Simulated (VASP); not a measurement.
```
Au
1.0
    0.00000     2.05997     2.05997
    2.05997     0.00000     2.05997
    2.05997     2.05997     0.00000
Au
1
Direct
  0.00000   0.00000   0.00000
```

Computed with optB86b-vdW, VASP's PBE PAW potentials (set 64) (plane waves; VASP 6.6.1). Numerical set-up: 520 eV cut-off, 15×15×15 Γ-centred mesh, first-order Methfessel-Paxton smearing of 0.10 eV, potentials Au.

Unless said otherwise, spin-orbit coupling is left out, though it shifts the bands of the heavy elements here.

Problem. Predict the energy per atom (σ→0), band gap (on the k-mesh) with the smallest direct gap where there is one.

Solution. 
band gap (on the k-mesh): none (metal, semimetal or under 0.01 eV)
energy per atom (σ→0): -0.786 eV/atom

Total energies compare only between runs with the same potentials, cut-off and functional.

The compound is Au in the fcc structure. It was relaxed first.
